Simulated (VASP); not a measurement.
The cell holds one BaS (rock salt) (100) slab, with vacuum along c, ions free to move until forces fall under 0.03 eV/Å, no reconstruction beyond this cell, dipole correction on. Ionisation potential and electron affinity count from the cell's own band edges, surface states included.

Data:

```
BaS
1.0
    4.49865     0.00000     0.00000
    0.00000     4.49865     0.00000
    0.00000     0.00000    27.65850
Ba S
4 4
Cartesian
  0.00000   2.24932   9.10485
  2.24932   4.49865  12.23452
  0.00000   2.24932  15.42397
  2.24932   0.00000  18.55364
  0.00000   2.24932  12.20482
  2.24932   4.49865   9.11537
  0.00000   2.24932  18.54313
  2.24932   4.49865  15.45367
```

All values below come from PBEsol GGA, VASP's PBE PAW potentials (set 64) (plane waves; VASP 6.6.1). Settings: 400 eV cut-off, 5×5×1 Γ-centred mesh, Gaussian smearing of 0.050 eV, potentials Ba_sv S.

Slab and bulk use different k-meshes, so the surface energy is good to a few per cent at best. Unless said otherwise, spin-orbit coupling is left out, though it shifts the bands of the heavy elements here.

| Quantity | Result |
|---|---|
| surface energy | 22 meV/Å² |
| ionisation potential | 4.19 eV |
| electron affinity | 2.27 eV |
| band gap (on the k-mesh) | 1.91 eV |

The cell is a thin slab with vacuum, built from BaS (rock salt): (100) face.
